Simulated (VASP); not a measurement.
Output of a VASP run:

File OSZICAR:
```
       N       E                     dE             d eps       ncg     rms          rms(c)
DAV:   1     0.145839252896E+02    0.14584E+02   -0.39740E+03   464   0.885E+02
DAV:   2    -0.115630546594E+02   -0.26147E+02   -0.25058E+02   712   0.107E+02
DAV:   3    -0.119238649897E+02   -0.36081E+00   -0.36081E+00   488   0.173E+01
DAV:   4    -0.119245088158E+02   -0.64383E-03   -0.64383E-03   736   0.817E-01
DAV:   5    -0.119245089599E+02   -0.14418E-06   -0.14418E-06   488   0.878E-03    0.452E+00
DAV:   6    -0.114476466870E+02    0.47686E+00   -0.16264E+00   480   0.639E+00    0.225E+00
DAV:   7    -0.114021978684E+02    0.45449E-01   -0.15996E-01   648   0.246E+00    0.913E-01
DAV:   8    -0.113961716158E+02    0.60263E-02   -0.20498E-02   512   0.998E-01    0.105E-01
DAV:   9    -0.113964814831E+02   -0.30987E-03   -0.63549E-04   592   0.195E-01    0.580E-02
DAV:  10    -0.113966715075E+02   -0.19002E-03   -0.30181E-04   568   0.127E-01    0.154E-02
DAV:  11    -0.113966778018E+02   -0.62943E-05   -0.12930E-05   688   0.275E-02    0.119E-02
DAV:  12    -0.113966776205E+02    0.18136E-06   -0.25296E-06   480   0.113E-02
   1 F= -.11396678E+02 E0= -.11396678E+02  d E =-.138825E-12
```

**OUTCAR**
```
------------------------ aborting loop because EDIFF is reached ----------------------------------------
  FORCE on cell =-STRESS in cart. coord.  units (eV):
  Direction    XX          YY          ZZ          XY          YZ          ZX
  --------------------------------------------------------------------------------------
  Total       -0.8101945     -0.8101945     -0.8101945      0.0000000      0.0000000      0.0000000
  in kB      -44.7997591    -44.7997591    -44.7997591      0.0000000      0.0000000      0.0000000
  external PRESSURE =     -44.7997591 kB  Pullay stress =       0.0000000 kB
  volume of cell :       28.98
      direct lattice vectors                 reciprocal lattice vectors
     0.000000000  2.437800000  2.437800000    -0.205102962  0.205102962  0.205102962
     2.437800000  0.000000000  2.437800000     0.205102962 -0.205102962  0.205102962
     2.437800000  2.437800000  0.000000000     0.205102962  0.205102962 -0.205102962
  FREE ENERGIE OF THE ION-ELECTRON SYSTEM (eV)
  ---------------------------------------------------
  free  energy   TOTEN  =       -11.3966776205 eV

  energy  without entropy=      -11.3966776205  energy(sigma->0) =      -11.39667762
```
(Selected blocks of OUTCAR.)

**POSCAR**
```
BAs
1
    0.0000000000     2.4378000000     2.4378000000
    2.4378000000     0.0000000000     2.4378000000
    2.4378000000     2.4378000000     0.0000000000
B As
1 1
Direct
  0.0000000000   0.0000000000   0.0000000000
  0.2500000000   0.2500000000   0.2500000000
```

### Question
Reconstruct the remaining input files.

### Answer
This is not unique; one that fits is the input of the run itself, PBE GGA, plane waves, VASP's PBE PAW potentials (set 64).

INCAR:
```
SYSTEM = BAs
PREC = Accurate; ENCUT = 520; LREAL = .False.
LASPH = .True.
EDIFF = 1E-6; NELM = 100; ALGO = Normal
LMAXMIX = 4
ISMEAR = 0; SIGMA = 0.05
GGA = PE
ISIF = 2
LWAVE = .False.; LCHARG = .False.
```

File KPOINTS:
```
Automatic mesh
0
Gamma
8 8 8
0 0 0
```

POTCAR, in this order: B As (PBE.64 set). Program: vasp_std.

The compound is BAs in the zinc blende structure. The cell was not relaxed at this level.
